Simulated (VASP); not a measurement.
Data:

```yaml
crystal:
  lattice:
    - [2.88674, 0.00000, 0.00000]
    - [-1.44337, 2.49999, 0.00000]
    - [0.00000, 0.00000, 5.35281]
  atoms:
    - { symbol: Ru, position: [0.00000, 0.00000, 0.00000] }
    - { symbol: Ru, position: [0.00000, 0.00000, 0.50000] }
    - { symbol: C, position: [0.33333, 0.66667, 0.25000] }
    - { symbol: C, position: [0.66667, 0.33333, 0.75000] }
```

The numbers are results of PBEsol GGA, VASP's PBE PAW potentials (set 64) (plane waves; VASP 6.6.1), not measurements. Numerical set-up: 520 eV cut-off, 14×14×7 Γ-centred mesh, tetrahedra with Blöchl corrections, potentials Ru_pv C.

The cores are frozen, which limits the accuracy of field gradients.

### Question
Give the principal components of the electric field gradient (V/Å²) and the asymmetry η at each nucleus.

### Answer

| atom | Vxx | Vyy | Vzz | η |
|---|---|---|---|---|
| Ru1 | -7.5 | -7.5 | 14.9 | 0.00 |
| Ru2 | -7.5 | -7.5 | 14.9 | 0.00 |
| C3 | 3.4 | 3.4 | -6.8 | 0.00 |
| C4 | 3.4 | 3.4 | -6.8 | 0.00 |

The structure was generated: RuC was put into the NiAs type type (P6_3/mmc), which need not be its known phase. It was relaxed first, which changed the volume by -28 %.
